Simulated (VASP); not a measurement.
# PdTe (relaxed from the zinc blende structure, space group F-43m): computed properties

Computed with PBEsol GGA, VASP's PBE PAW potentials (set 64) (plane waves; VASP 6.6.1).

```json
{
 "space_group": "F-43m (216)",
 "cell": "a = b = c = 5.9418 Å, α = β = γ = 90.00°",
 "volume_per_atom": "26.22 Å³/atom",
 "band gap (over mesh and band path)": "none (metal, semimetal or under 0.01 eV)",
 "density": "7.41 g/cm³"
}
```

Space group F-43m (No. 216); a = b = c = 5.942 Å, α = β = γ = 90.00°

| atom | site | symmetry | x | y | z |
|---|---|---|---|---|---|
| Pd | 4a | -43m | 0.0000 | 0.0000 | 0.0000 |
| Te | 4d | -43m | 0.7500 | 0.7500 | 0.7500 |
(The calculation used a cell of 2 atoms; values per cell refer to that cell.)

Unless said otherwise, spin-orbit coupling is left out, though it shifts the bands of the heavy elements here.

The structure was generated: PdTe was put into the zinc blende type (F-43m), which need not be its known phase. It was relaxed first, which changed the volume by -20 %. Symmetry was kept, so distortions that lower it aren't found.
